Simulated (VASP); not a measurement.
Data:

```yaml
crystal:
  lattice:
    - [3.49622, 0.00000, 0.00000]
    - [0.00000, 3.49622, 0.00000]
    - [0.00000, 0.00000, 3.49622]
  atoms:
    - { symbol: Si, position: [0.00000, 0.00000, 0.00000] }
    - { symbol: Ni, position: [0.00000, 0.50000, 0.50000] }
    - { symbol: Ni, position: [0.50000, 0.00000, 0.50000] }
    - { symbol: Ni, position: [0.50000, 0.50000, 0.00000] }
```

All values below come from LDA (Ceperley-Alder, Perdew-Zunger), VASP's LDA PAW potentials (set 64) (plane waves; VASP 6.6.1). Settings: 520 eV cut-off, 9×9×9 Γ-centred mesh, first-order Methfessel-Paxton smearing of 0.10 eV, potentials Si Ni.

Task: Give the stress tensor in GPa (positive for a compressed cell).

Result: 
```
-13.15    0.00    0.00
  0.00  -13.15    0.00
  0.00    0.00  -13.15
```
The pressure is its mean diagonal, -13.15 GPa.

The compound is Ni3Si in the L1_2 structure. This cell is one point of a volume scan, at 1.06 of the reference volume. The run is not spin-polarised, so no magnetic state was tried.
